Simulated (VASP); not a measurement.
Take Au (fcc), with a static lattice, in VASP with PAW potentials, and its lattice constant a.

**Question.** One run gives 4.101 Å. Which level is it?
A) optB86b-vdW
B) vdW-DF2
C) revPBE
D) PBE-D3(BJ)

**Answer.** D, PBE-D3(BJ).  The others give 4.184 (revPBE), 4.121 (optB86b-vdW), 4.339 (vdW-DF2).

Only levels that ran to the end are used. Left out are those held back, those with too coarse a band path, GW runs whose mesh misses a band edge, hybrids' fits of cells that aren't cubic and levels without matching references; a question may draw on a part of the rest.

The compound is Au in the fcc structure.
